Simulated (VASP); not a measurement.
```yaml
crystal:
  lattice:
    - [2.82053, 0.00000, 0.00000]
    - [0.00000, 2.82053, 0.00000]
    - [0.00000, 0.00000, 2.82053]
  atoms:
    - { symbol: Al, position: [0.50000, 0.50000, 0.50000] }
    - { symbol: Co, position: [0.00000, 0.00000, 0.00000] }
```

These are r2SCAN meta-GGA, VASP's PBE PAW potentials (set 64) (plane waves; VASP) values and carry that method's errors. Settings: 400 eV cut-off, 14×14×14 Γ-centred mesh, tetrahedra with Blöchl corrections, potentials Al Co.

Q: Give the energies of bands 1 to 9 at the high-symmetry points, in eV from the Fermi level.

A: 
```tsv
band	Γ	X	M	R
1	-11.99	-7.33	-5.74	-4.48
2	-3.26	-7.28	-3.37	-4.48
3	-3.26	-2.58	-3.07	-4.48
4	-1.17	-2.09	-3.07	-0.20
5	-1.17	-2.09	-1.89	-0.20
6	-1.17	-1.05	-1.89	2.31
7	6.43	0.21	-0.24	2.31
8	6.43	8.71	2.58	2.31
9	6.43	11.24	3.71	5.12
```

It has no gap at this level: it comes out as a metal or semimetal.

The compound is CoAl in the CsCl type structure. It was relaxed first. The run is not spin-polarised, so no magnetic state was tried.
